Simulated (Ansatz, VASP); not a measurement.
# Ru (Ruthenium) in two plane-wave programs

Wanted: the spread between two codes on one cell, functional and k mesh. The cell is taken from a series of runs on this material, whose earlier steps may have relaxed, scaled, displaced or heated it; both programs get it as it stands.

Method: plane waves, with VASP 6.6.1 beside it; zone-centre phonons at PBEsol, in Ansatz 0.2.0.

**1. Starting point**

It takes space group P6_3/mmc (No. 194, hexagonal). The conventional cell has a = 2.691 Å, b = 2.691 Å, c = 4.247 Å, α = 90.00°, β = 90.00°, γ = 120.00°. Nearest to Ru lie 12 Ru at 2.63 to 2.69 Å.

**2. Ansatz: zone-centre phonons, PBEsol**

Ansatz runs on its default PAW (the set named soft_2) files.

Second derivatives magnify differences that forces hide, and they need a tight electronic threshold.

Input file input.yaml:

```yaml
crystal:
  lattice:
    - [2.6911073381, 0.0, 0.0]
    - [-1.3455536691, 2.3305673191, 0.0]
    - [0.0, 0.0, 4.2473467147]
  atoms:
    - { symbol: Ru, position: [0.3333333333, 0.6666666667, 0.25] }
    - { symbol: Ru, position: [0.6666666667, 0.3333333333, 0.75] }
kpoints:
  mp_grid: { grid: [21, 21, 12] }
hamiltonian:
  xc: pbesol
scf:
  occupations: { method: methfessel_paxton, width: 0.2 }
output:
  eigenvalues: true
phonons:
  method: dfpt
```

Started as:

```
$ ansatz run input.yaml --threads 8 --pin off --max-ram 14336MiB --backend cpu --events-out ev --progress --plain --runs-dir out
```

Numbers of over 12 decimals in the logs are rounded to 6 here.

The program printed:

```text
zone centre: on kpoints.mp_grid the ground state, and the responses unless they are solved on pairs of k-points, stand on 847 of the mesh's 5292 k-points, reduced under 4 symmetry operations, with k and −k counted as one. Each operation leaves every solved displacement unchanged or reverses it
Engine: ansatz 0.2.0, aarch64-unknown-linux-gnu
Pseudopotentials: kind: paw
Pseudopotential: Ru, paw, valence charge 16, recommended cutoff 420 eV (normal), Ru.paw.azcp
Functional definition: PBEsol
  exchange = pbesol_x
  correlation = pbesol_c
Crystal: 2 atoms, lattice volume = 26.639 Å³
Basis set: ecut = 420 eV, 537 PW (Γ), exchange–correlation on 36×36×60 points (8 copies of the dense FFT grid, shifted against one another)
Bands: 20, of which v1, the nominal top of the filled ones, is band 16 counted from 1 (15 counted from 0)
Symmetry: 24 space group operations
k-points: 847 of 5292 (irreducible under 4 space group operations, time reversal used)
Non-local potential: Ru, projectors of the file, l = 0: 3, l = 1: 2, l = 2: 2, l = 3: 1
PAW form: soft (Blöchl's): semilocal exchange-correlation on the pseudo side does not see the compensation charge
PAW frozen core: Ru, regenerated for the run's functional, and the local potential with it (the file was generated under x = pbe(κ = 0.804, μ = 0.219515), c = pbe(β = 0.066725))
PAW one-centre angular grid: Ru, 590 points (default); XC on 64 Gauss nodes
Initial density: superposition of atomic densities (neutral atoms: chi_scale 0, normalization atom), corrected by the library's trained network
Initial wavefunctions: pseudopotential atomic-orbital guess
Functional: x = pbesol(κ = 0.804, μ = 0.123457), c = pbesol(β = 0.046)
SCF iter   1: F=—  HF=-11633.011925 eV  |F-HF|=—  |Δ(HF+E_count)|=         —  Δρ=1.09e-2  dr2=1.95e-2  ethr=1.77e-3  ⟨swp⟩=5.0  Hψ=150670  notcnv=0  defer=100
automatic band count: the SCF goes on with 24 bands, as 20 were too few: they end inside the smearing window of the response
preconditioner: auto → none  [metal: Δε(μ)=0.003 eV  Ē_g=11.716 eV  σ=0.200 eV  W_gap=0.01  n_scr=8 (ndim 8)  ℏωp=28.8 eV  f_vac=0.000  D(μ)=1.72/eV (n_scr^D=22)  sad-step TF]
SCF iter   2: F=—  HF=-11633.008634 eV  |F-HF|=—  |Δ(HF+E_count)|=   3.29e-3  S|Δr|=    0.00e0  Δρ=5.75e-3  dr2=5.23e-3  ethr=6.09e-5  ⟨swp⟩=2.1  Hψ=29835  notcnv=0  defer=102
SCF iter   3: F=—  HF=-11633.007617 eV  |F-HF|=—  |Δ(HF+E_count)|=   1.02e-3  S|Δr|=    0.00e0  Δρ=3.57e-4  dr2=1.31e-5  ethr=1.64e-5  ⟨swp⟩=2.1  Hψ=25170  notcnv=0  defer=102
SCF iter   4: F=—  HF=-11633.007629 eV  |F-HF|=—  |Δ(HF+E_count)|=   1.24e-5  S|Δr|=    0.00e0  Δρ=8.52e-5  dr2=1.28e-6  ethr=4.08e-8  ⟨swp⟩=2.0  Hψ=31795  notcnv=0  defer=102
SCF iter   5: F=—  HF=-11633.007629 eV  |F-HF|=—  |Δ(HF+E_count)|=   3.69e-7  S|Δr|=    0.00e0  Δρ=1.84e-5  dr2=3.93e-8  ethr=4.00e-9  ⟨swp⟩=2.0  Hψ=28085  notcnv=0  defer=102
SCF iter   6: F=—  HF=-11633.007629 eV  |F-HF|=—  |Δ(HF+E_count)|=   1.64e-8  S|Δr|=    0.00e0  Δρ=3.71e-6  dr2=1.58e-9  ethr=1.23e-10  ⟨swp⟩=2.2  Hψ=30135  notcnv=0  defer=102
SCF iter   7: F=-11633.007629 eV  HF=-11633.007629 eV  |F-HF|=3.64e-12  |Δ(HF+E_count)|=  1.82e-12  S|Δr|=    0.00e0  Δρ=3.26e-7  dr2=8.12e-12  ethr=1.00e-12  ⟨swp⟩=7.3  Hψ=114998  notcnv=0
SCF 1 converged in 7 iterations: F = -11633.007629 eV  dr2 = 8.12e-12
  greatest PAW one-centre occupation: 0.998 electrons in one spin orbital (limit 2), on the Ru atom at site 1 (counted from 0), in its partial waves of l = 0
DFPT response loops at Γ: preconditioner auto → Kerker (q_TF=auto, 2.813 Å⁻¹) (partly filled bands, converged f_vac=0.000); β = 1.00, the filter's whole step (`scf.mixing.beta` (0.50) is not read by the response loops under this deck's `scf.mixing.preconditioner`; to damp them name `kerker` or `kerker_dos`, under which they read `scf.mixing.beta`, and type it under 1.00, their step now; both keys bind the ground state too); Broyden in place of MSR1
SCF converged after 7 iterations
Stability not checked: this state was not tested for a lower state beside it, because cold or Methfessel-Paxton smearing, or corrected tetrahedra, fill the levels in a way that the test cannot read (fill_not_monotonic; see scf.lower_state_search)
Free energy (F): -11633.007629 eV
Harris-Foulkes:  -11633.007629 eV  (|F-HF|=3.64e-12)
Internal energy: -11633.005974 eV  (E = F + TS)
E sigma→0 (E₀):  -11633.007215 eV
Entropy (-TS):   -0.001655 eV (-0.828 meV/atom)
Fermi energy:    23.946400 eV
--- Per-component energies (eV) ---
  E_band       = -94.187449
  E_kinetic    = 1029.517004
  E_local      = -2476.386979  (includes V_loc(G=0)·N_el)
  E_nonlocal   = 689.327222
  E_hartree    = 793.173185
  E_xc         = -379.673714
  E_vxc        = -478.330026  (∫ρ·V_xc dr)
  E_paw        = -6798.782283  (= ΣΔE_a)
  E_vpaw       = -444.660682  (= ΣTr[D̂ρ^β])
  E_aug_tail   = -0.000438  (compensation charges beyond the density's cutoff)
  E_ewald      = -4490.686563
  E_core_change = 0.506592  (= ΣΔE_core)
  E_smearing   = -0.001655  (= −TS)
  E_closure    = -0.000000  (closes the sum)
  Σ components = -11633.007629   (vs F -11633.007629, Δ=0.00e0)
--- Band table (eV; the first three rows and the last of 847) ---
  k-point 0: bands = [... 12 lower, 21.4571, 21.9598, 21.9598, 22.4811, 22.4811, 25.1629, 25.1629, 25.2210, ... 4 higher]
  k-point 1: bands = [... 12 lower, 21.4158, 21.9103, 21.9103, 22.5985, 22.5985, 24.9503, 25.1700, 25.1700, ... 4 higher]
  k-point 2: bands = [... 12 lower, 21.3014, 21.7761, 21.7761, 22.8938, 22.8938, 24.2533, 25.1746, 25.1746, ... 4 higher]
  k-point 846: bands = [... 12 lower, 21.1048, 21.1048, 22.4452, 22.4452, 25.6907, 25.6907, 28.5500, 28.5500, ... 4 higher]
--- Phonons (Γ-DFPT): 2 representative perturbations + reference, on 847 of 5292 k-points (Σ response iterations 7) ---
  k mesh reduced under 4 symmetry operations, with k and −k counted as one. Each operation leaves every solved displacement unchanged or reverses it
  ASR residual: 2.357e-4 → 0.000e0 eV/Å²; symmetrization residual: 9.127e-10 eV/Å²
  ASR residual per site (eV/Å²): 2.36e-4 2.36e-4
  Γ frequencies (cm⁻¹): 0.00 0.00 0.00 206.57 206.57 268.20
  non-analytic LO–TO correction: not included (Born effective charges unavailable; polar crystals: no LO–TO splitting at Γ)
```

Reading the cycles: dr2 is the Hartree energy of the density residual (eV), the measure of convergence; HF is the Harris–Foulkes estimate of the energy, which meets the free energy F at convergence.

**3. VASP: zone-centre phonons, PBEsol**

The same cell, functional, mesh and smearing now go to VASP, with its own data sets.

Lines of VASP's logs that name or quote its potential files are left out, and so is its time.

Input file INCAR:

```
SYSTEM = Ru
PREC = Accurate
ENCUT = 500
EDIFF = 1E-08
NELM = 120
ISMEAR = 1
SIGMA = 0.2
LREAL = .FALSE.
ALGO = Normal
GGA = PS
NBANDS = 20
LASPH = .TRUE.
LORBIT = 11
LWAVE = .FALSE.
LCHARG = .FALSE.
ISIF = 2
IBRION = 8
GGA_COMPAT = .FALSE.
KPAR = 2
```

Input file POSCAR:

```
Ru
1.0
    2.6911073381      0.0000000000      0.0000000000
   -1.3455536691      2.3305673191      0.0000000000
    0.0000000000      0.0000000000      4.2473467147
Ru
2
Direct
    0.3333333334      0.6666666668      0.2500000000
    0.6666666668      0.3333333334      0.7500000000
```

Input file KPOINTS:

```
Automatic mesh
0
Gamma
21 21 12
0 0 0
```

PAW data sets: Ru_pv (PBE family, release 64).

Started as:

```
$ mpirun -np 2 vasp_std
```

The program printed:

```text
[banner, memory and clock lines left out]
running    2 mpi-ranks, on    1 nodes
 distrk:  each k-point on    1 cores,    2 groups
 distr:  one band on    1 cores,    1 groups

 POSCAR found type information on POSCAR Ru
 POSCAR found :  1 types and       2 ions
|                                                                             |
|               ----> ADVICE to this user running VASP <----                  |
|                                                                             |
|     You enforced a specific xc type in the INCAR file but a different       |
|     [... a line on the potential file left out ...]
|     I HOPE YOU KNOW WHAT YOU ARE DOING!                                     |
|                                                                             |

 LDA part: xc-table for (Slater+PW92), standard interpolation
 POSCAR, INCAR and KPOINTS ok, starting setup
 FFT: planning ... GRIDC
 FFT: planning ... GRID_SOFT
 FFT: planning ... GRID
 WAVECAR not read
 entering main loop
       N       E                     dE             d eps       ncg     rms          rms(c)
DAV:   1     0.279625965915E+03    0.27963E+03   -0.17407E+04 13488   0.152E+03
DAV:   2    -0.161458886912E+02   -0.29577E+03   -0.28764E+03 13832   0.455E+02
DAV:   3    -0.218867377106E+02   -0.57408E+01   -0.56995E+01 15348   0.708E+01
DAV:   4    -0.219318748381E+02   -0.45137E-01   -0.45099E-01 17424   0.588E+00
DAV:   5    -0.219325216620E+02   -0.64682E-03   -0.64532E-03 15088   0.598E-01    0.202E+01
DAV:   6    -0.204418379449E+02    0.14907E+01   -0.34195E+00 15696   0.186E+01    0.527E+00
DAV:   7    -0.203509579870E+02    0.90880E-01   -0.61901E-01 15492   0.578E+00    0.987E-01
DAV:   8    -0.203429165436E+02    0.80414E-02   -0.25315E-02 15016   0.120E+00    0.430E-01
DAV:   9    -0.203411513158E+02    0.17652E-02   -0.30304E-03 15436   0.622E-01    0.499E-02
DAV:  10    -0.203411313020E+02    0.20014E-04   -0.21142E-04 15024   0.148E-01    0.253E-02
DAV:  11    -0.203411334190E+02   -0.21170E-05   -0.53848E-06 15820   0.221E-02    0.146E-03
DAV:  12    -0.203411333593E+02    0.59707E-07   -0.22792E-07 15164   0.440E-03    0.129E-03
DAV:  13    -0.203411333595E+02   -0.21737E-09   -0.62057E-09 10052   0.827E-04
   1 F= -.20341133E+02 E0= -.20340581E+02  d E =-.165807E-02
 Linear response reoptimize wavefunctions to high precision
DAV:   1    -0.203411333657E+02   -0.62323E-08   -0.55788E-10  9688   0.231E-04
DAV:   2    -0.203411333658E+02   -0.10004E-10   -0.35455E-11  9000   0.589E-05
 Linear response DOF=           2
 Linear response progress:
  Degree of freedom:   1/  2
       N       E                     dE             d eps       ncg     rms          rms(c)
RMM:   1    -0.515840597582E+00   -0.51584E+00    0.29006E+00 62401   0.595E+01
RMM:   2    -0.616700139397E+00   -0.10086E+00   -0.11449E-01 85736   0.286E+00    0.151E-01
RMM:   3    -0.615279570718E+00    0.14206E-02   -0.35312E-03 99725   0.495E-01    0.680E-02
RMM:   4    -0.613871541801E+00    0.14080E-02   -0.50027E-04 99664   0.179E-01    0.257E-02
RMM:   5    -0.613676636485E+00    0.19491E-03   -0.40883E-05117809   0.459E-02    0.128E-02
RMM:   6    -0.613614728786E+00    0.61908E-04   -0.50774E-05103306   0.163E-02    0.927E-03
RMM:   7    -0.613561327683E+00    0.53401E-04   -0.43758E-05101707   0.922E-03    0.724E-04
RMM:   8    -0.613578977970E+00   -0.17650E-04   -0.25166E-05128188   0.301E-03    0.314E-04
RMM:   9    -0.613586158830E+00   -0.71809E-05   -0.13287E-05125040   0.109E-03    0.872E-05
RMM:  10    -0.613587529387E+00   -0.13706E-05   -0.78824E-06130229   0.620E-04    0.207E-05
RMM:  11    -0.613587962681E+00   -0.43329E-06   -0.50105E-06123874   0.412E-04    0.880E-06
RMM:  12    -0.613587972549E+00   -0.98684E-08   -0.32332E-06130157   0.312E-04    0.382E-06
RMM:  13    -0.613587860979E+00    0.11157E-06   -0.18141E-06132218   0.254E-04    0.250E-06
RMM:  14    -0.613587934845E+00   -0.73867E-07   -0.10129E-06125094   0.227E-04    0.112E-06
RMM:  15    -0.613587911717E+00    0.23129E-07   -0.56121E-07129493   0.206E-04    0.141E-06
RMM:  16    -0.613587933102E+00   -0.21386E-07   -0.41280E-07129057   0.194E-04    0.109E-06
RMM:  17    -0.613587952724E+00   -0.19622E-07   -0.28048E-07130468   0.188E-04    0.463E-07
RMM:  18    -0.613587962112E+00   -0.93876E-08   -0.20949E-07122284   0.183E-04    0.250E-07
RMM:  19    -0.613587966709E+00   -0.45977E-08   -0.13796E-07120439   0.181E-04    0.101E-07
RMM:  20    -0.613587970558E+00   -0.38491E-08   -0.11402E-07115060   0.179E-04    0.258E-08
 first order change of Fermi-energy   0.23584E-05
 force on displaced ion       1 direction 1 :  -7.941   0.001   0.000
 Linear response progress:
  Degree of freedom:   2/  2
       N       E                     dE             d eps       ncg     rms          rms(c)
RMM:   1    -0.630719919187E+00   -0.63072E+00    0.34044E+00 21092   0.602E+01
RMM:   2    -0.743859349176E+00   -0.11314E+00   -0.12883E-01 29140   0.299E+00    0.150E-01
RMM:   3    -0.743615525243E+00    0.24382E-03   -0.17350E-03 34011   0.465E-01    0.755E-02
RMM:   4    -0.742883548826E+00    0.73198E-03   -0.36313E-04 33285   0.173E-01    0.260E-02
RMM:   5    -0.742796816305E+00    0.86733E-04   -0.13677E-05 38513   0.570E-02    0.222E-02
RMM:   6    -0.742712363311E+00    0.84453E-04   -0.38726E-05 34513   0.215E-02    0.104E-02
RMM:   7    -0.742627735803E+00    0.84628E-04   -0.54957E-05 35612   0.101E-02    0.207E-03
RMM:   8    -0.742617501022E+00    0.10235E-04   -0.30420E-05 39162   0.376E-03    0.690E-04
RMM:   9    -0.742620342069E+00   -0.28410E-05   -0.19737E-05 38711   0.143E-03    0.126E-04
RMM:  10    -0.742621250193E+00   -0.90812E-06   -0.15568E-05 39546   0.718E-04    0.303E-05
RMM:  11    -0.742621629961E+00   -0.37977E-06   -0.13254E-05 42616   0.440E-04    0.117E-05
RMM:  12    -0.742621461357E+00    0.16860E-06   -0.97348E-06 40771   0.327E-04    0.401E-06
RMM:  13    -0.742621062647E+00    0.39871E-06   -0.61174E-06 45370   0.262E-04    0.192E-06
RMM:  14    -0.742620875736E+00    0.18691E-06   -0.39247E-06 42776   0.230E-04    0.954E-07
[...]
RMM:  20    -0.742620571211E+00    0.28743E-07   -0.66103E-07 35089   0.181E-04    0.573E-07
RMM:  21    -0.742620558005E+00    0.13206E-07   -0.55448E-07 35114   0.179E-04    0.707E-07
RMM:  22    -0.742620554968E+00    0.30370E-08   -0.53508E-07 35268   0.179E-04    0.785E-07
RMM:  23    -0.742620551866E+00    0.31019E-08   -0.45293E-07 35224   0.178E-04    0.823E-07
RMM:  24    -0.742620555663E+00   -0.37969E-08   -0.44084E-07 37725   0.178E-04    0.618E-07
RMM:  25    -0.742620551799E+00    0.38641E-08   -0.42908E-07 35394   0.178E-04    0.649E-07
RMM:  26    -0.742620552091E+00   -0.29212E-09   -0.46813E-07 35095   0.178E-04    0.655E-07
RMM:  27    -0.742620550719E+00    0.13723E-08   -0.41149E-07 36089   0.178E-04    0.618E-07
 first order change of Fermi-energy   0.97580E-04
 force on displaced ion       1 direction 3 :   0.000   0.000 -13.477
 Linear response finished
```

[end of part 1 of 2]

[Lines on the potential files, build, host, timing and source positions are cut from VASP's logs without a mark.]

[Logs are printed without paths, hosts, clocks, repeated set-up lines and the standing remarks that a program may print on its own settings, such as how far it seeks lower states.]

[Hosts, paths, dates, database ids (printed as entryN), source tags and the programs' standing remarks are cut or masked in the printed files.]
